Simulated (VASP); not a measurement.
Given:

```
Nb3Si
1.0
    5.02449     0.00000     0.00000
    0.00000     5.02449     0.00000
    0.00000     0.00000     5.02449
Nb Si
6 2
Cartesian
  0.00000   2.51225   3.76837
  0.00000   2.51225   1.25612
  3.76837   0.00000   2.51225
  1.25612   0.00000   2.51225
  2.51225   3.76837   0.00000
  2.51225   1.25612   0.00000
  2.51225   2.51225   2.51225
  0.00000   0.00000   0.00000
```

All values below come from LDA (Ceperley-Alder, Perdew-Zunger), VASP's LDA PAW potentials (set 64) (plane waves; VASP 6.6.1). Run with 400 eV cut-off, 7×7×7 Γ-centred mesh, tetrahedra with Blöchl corrections, potentials Nb_sv Si.

The cores are frozen, which limits the accuracy of field gradients.

**Question.** Give the principal components of the electric field gradient (V/Å²) and the asymmetry η at each nucleus.

**Answer.** 
```json
[
 {"atom": "Nb1", "Vxx": "-70.5", "Vyy": "-70.5", "Vzz": "141.0", "η": "0.00"},
 {"atom": "Nb2", "Vxx": "-70.5", "Vyy": "-70.5", "Vzz": "141.0", "η": "0.00"},
 {"atom": "Nb3", "Vxx": "-70.5", "Vyy": "-70.5", "Vzz": "141.0", "η": "0.00"},
 {"atom": "Nb4", "Vxx": "-70.5", "Vyy": "-70.5", "Vzz": "141.0", "η": "0.00"},
 {"atom": "Nb5", "Vxx": "-70.5", "Vyy": "-70.5", "Vzz": "141.0", "η": "0.00"},
 {"atom": "Nb6", "Vxx": "-70.5", "Vyy": "-70.5", "Vzz": "141.0", "η": "0.00"},
 {"atom": "Si7", "Vxx": "0.0", "Vyy": "0.0", "Vzz": "0.0", "η": "-"},
 {"atom": "Si8", "Vxx": "0.0", "Vyy": "0.0", "Vzz": "0.0", "η": "-"}
]
```

The structure comes from a computed database's Nb3Si entry (Pm-3n); how it stands against other phases isn't given here. It was relaxed first, which changed the volume by -6 %.
